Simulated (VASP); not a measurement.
## MnSe: single point with LDA+U

MnSe:

```
Mn Se
1.0
     0.00000    2.72400    2.72400
     2.72400    0.00000    2.72400
     2.72400    2.72400    0.00000
Mn Se
1 1
Direct
  0.00000 0.00000 0.00000
  0.50000 0.50000 0.50000
```

```json
{"Program": "VASP 6.6.1", "Task": "single point", "Functional": "LDA", "Potentials or basis": "VASP PAW LDA potentials, release 64 (Mn_pv, Se)", "Cutoff": "520 eV", "k mesh": "6 × 6 × 6", "Occupations": "gaussian, width 0.05 eV", "Spin": "collinear spin, typed start", "Starting moments": "[5.0, 0.0] μB", "Hubbard terms": "Mn d U = 8.0 eV", "Dipole correction": "no", "Further INCAR settings": "ALGO = Normal; EDIFF = 1e-06; NBANDS = 20"}
```

```
Pressure                                              : 0.2 GPa
Band gap on the k mesh                                : 0.62 eV, indirect (least direct gap 2.03 eV)
Net moment                                            : 5.00 μB per cell
Site moments                                          : Mn +4.68; Se +0.04 μB
Valence electrons inside the program's atomic spheres : Mn 11.29; Se 3.94
```

Levels at points of the mesh, in eV from the valence-band top:
Spin up:
| k point | band 9 | band 10 | band 11 | band 12 | band 13 | band 14 | band 15 | band 16 |
| --- | --- | --- | --- | --- | --- | --- | --- | --- |
| (0.00, 0.00, 0.00) | -6.41 | -0.72 | -0.72 | -0.72 | 1.50 | 8.18 | 8.18 | 8.18 |
| (0.50, 0.00, 0.00) | -6.19 | -4.87 | 0.00 | 0.00 | 2.97 | 5.41 | 5.41 | 8.14 |
| (0.50, 0.50, 0.00) | -5.70 | -5.02 | -2.52 | -2.52 | 0.62 | 4.75 | 10.90 | 11.61 |
Spin down:
| k point | band 4 | band 5 | band 6 | band 7 | band 8 | band 9 | band 10 | band 11 |
| --- | --- | --- | --- | --- | --- | --- | --- | --- |
| (0.00, 0.00, 0.00) | -13.55 | -0.53 | -0.53 | -0.53 | 2.33 | 3.23 | 3.23 | 3.23 |
| (0.50, 0.00, 0.00) | -12.41 | -5.48 | -1.70 | -1.70 | 3.46 | 4.53 | 4.63 | 4.63 |
| (0.50, 0.50, 0.00) | -12.17 | -4.68 | -2.23 | -2.23 | 1.52 | 1.84 | 4.00 | 4.92 |

Eigenvalues of the final occupation matrices:
```csv
site,spin,trace,eigenvalues
site 1 d,1,4.76,0.94 0.94 0.94 0.96 0.96
site 1 d,2,0.14,0.01 0.01 0.01 0.05 0.05
```

Wall time 17 s on 1 thread of AMD EPYC 9R45 96-Core Processor (Zen 5), with other jobs on the host, peak memory 0.14 GiB.

Caveat: a cell with one magnetic atom can't hold antiferromagnetic order, which such compounds often take. A k mesh can miss the band edges.
